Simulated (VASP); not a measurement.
Computed with r2SCAN meta-GGA, VASP's PBE PAW potentials (set 64) (plane waves; VASP).

A VASP calculation is set up with these files.

POSCAR:
```
Ag
1
   -0.0410113561     2.0505678027     2.0505678027
    2.0505678027    -0.0410113561     2.0505678027
    2.0095564467     2.0095564467     0.0000000000
Ag
1
Direct
  0.0000000000   0.0000000000   0.0000000000
```

### INCAR
```
ALGO=Normal
EDIFF=1E-7
ENCUT=480
ISIF=2
ISMEAR=1
LASPH=T
LCHARG=F
LMAXMIX=4
LMIXTAU=T
LREAL=F
LWAVE=F
METAGGA=R2SCAN
NELM=100
PREC=Accurate
SIGMA=0.1
SYSTEM=Ag
```

File KPOINTS:
```
Automatic mesh
0
Gamma
14 14 14
0 0 0
```

POTCAR, in this order: Ag (PBE.64 set). Program: vasp_std.

The run wrote:

OSZICAR:
```
       N       E                     dE             d eps       ncg     rms          rms(c)
DAV:   1     0.227575624697E+02    0.22758E+02   -0.55498E+03  7840   0.106E+03
DAV:   2    -0.244239456965E+02   -0.47182E+02   -0.45068E+02  7906   0.208E+02
DAV:   3    -0.248184079472E+02   -0.39446E+00   -0.39431E+00  9019   0.234E+01
DAV:   4    -0.248196275653E+02   -0.12196E-02   -0.12196E-02  8743   0.115E+00
DAV:   5    -0.248196415282E+02   -0.13963E-04   -0.13963E-04  8516   0.106E-01    0.593E+00
DAV:   6    -0.211994477432E+02    0.36202E+01   -0.78329E+00  7769   0.323E+01    0.501E+00
DAV:   7    -0.213466718663E+02   -0.14722E+00   -0.50945E-01  7743   0.722E+00    0.246E+00
DAV:   8    -0.213372593048E+02    0.94126E-02   -0.32420E-02  7752   0.173E+00    0.156E-01
DAV:   9    -0.213493850622E+02   -0.12126E-01   -0.30208E-02  7930   0.142E+00    0.172E-01
DAV:  10    -0.213508323944E+02   -0.14473E-02   -0.25128E-03  7814   0.591E-01    0.637E-02
DAV:  11    -0.213532576803E+02   -0.24253E-02   -0.46088E-03  7882   0.577E-01    0.641E-02
DAV:  12    -0.213530846819E+02    0.17300E-03   -0.13824E-04  8704   0.138E-01    0.447E-02
DAV:  13    -0.213531869704E+02   -0.10229E-03   -0.12896E-04  7898   0.123E-01    0.215E-02
DAV:  14    -0.213532193000E+02   -0.32330E-04   -0.11413E-04  8096   0.920E-02    0.306E-03
DAV:  15    -0.213532205420E+02   -0.12420E-05   -0.32346E-06  8171   0.199E-02    0.281E-03
DAV:  16    -0.213532207173E+02   -0.17524E-06   -0.16441E-07  8253   0.483E-03    0.224E-03
DAV:  17    -0.213532210487E+02   -0.33146E-06   -0.10119E-06  7753   0.114E-02    0.258E-04
DAV:  18    -0.213532210139E+02    0.34763E-07   -0.32328E-08  4606   0.213E-03
   1 F= -.21353221E+02 E0= -.21353257E+02  d E =0.107245E-03
```

### OUTCAR
```
------------------------ aborting loop because EDIFF is reached ----------------------------------------
  FORCE on cell =-STRESS in cart. coord.  units (eV):
  Direction    XX          YY          ZZ          XY          YZ          ZX
  --------------------------------------------------------------------------------------
  Total        0.0769722      0.0769722      0.0364224      0.1943944     -0.0000000     -0.0000000
  in kB        7.1542803      7.1542803      3.3853243     18.0682367     -0.0000000     -0.0000000
  external PRESSURE =       5.8979616 kB  Pullay stress =       0.0000000 kB
  volume of cell :       17.24
      direct lattice vectors                 reciprocal lattice vectors
    -0.041011356  2.050567803  2.050567803    -0.239053826  0.239053826  0.243834902
     2.050567803 -0.041011356  2.050567803     0.239053826 -0.239053826  0.243834902
     2.009556447  2.009556447  0.000000000     0.248811125  0.248811125 -0.243834902
 POSITION                                       TOTAL-FORCE (eV/Angst)
 -----------------------------------------------------------------------------------
      0.00000      0.00000      0.00000         0.000000     -0.000000      0.000000
 -----------------------------------------------------------------------------------
    total drift:                               -0.000000     -0.000000     -0.000000
  FREE ENERGIE OF THE ION-ELECTRON SYSTEM (eV)
  ---------------------------------------------------
  free  energy   TOTEN  =       -21.3532210139 eV

  energy  without entropy=      -21.3533282585  energy(sigma->0) =      -21.35325676
```
(Selected blocks of OUTCAR.)

**OUTCAR**
```
 val. band max:        8.2062513774   @ k =   0.2857   0.1429   0.5000

 cond. band min:       8.2881709003   @ k =   0.5000   0.3571   0.1429


 Fermi energy:         8.2122270129

 k-point     1 :       0.0000    0.0000    0.0000
  band No.  band energies     occupation
      1       0.4036      2.00000
      2       3.0549      2.00000
      3       3.1507      2.00000
      4       3.3114      2.00000
      5       4.2129      2.00000
      6       4.2183      2.00000
      7      24.8474      0.00000
      8      27.8734      0.00000
      9      28.6383      0.00000

 k-point     2 :       0.0714    0.0000    0.0000
  band No.  band energies     occupation
      1       0.5604      2.00000
      2       3.0452      2.00000
      3       3.1644      2.00000
      4       3.3521      2.00000
      5       4.2028      2.00000
      6       4.2078      2.00000
      7      24.7478      0.00000
      8      26.8654      0.00000
      9      28.5375      0.00000

 k-point     3 :       0.1429    0.0000    0.0000
  band No.  band energies     occupation
      1       0.9932      2.00000
      2       3.0208      2.00000
      3       3.2223      2.00000
      4       3.4434      2.00000
      5       4.2020      2.00000
      6       4.2033      2.00000
      7      23.3527      0.00000
      8      25.9207      0.00000
      9      28.6467      0.00000

 k-point     4 :       0.2143   -0.0000    0.0000
  band No.  band energies     occupation
      1       1.5124      2.00000
      2       3.1919      2.00000
      3       3.2579      2.00000
      4       3.4955      2.00000
      5       4.2731      2.00000
      6       4.2930      2.00000
      7      20.7102      0.00000
      8      25.7549      0.00000
      9      28.6509      0.00000

 k-point     5 :       0.2857   -0.0000    0.0000
  band No.  band energies     occupation
      1       1.7400      2.00000
      2       3.2190      2.00000
      3       3.4566      2.00000
...
```

The compound is Ag in the fcc structure. This cell was strained or had an atom moved on purpose.
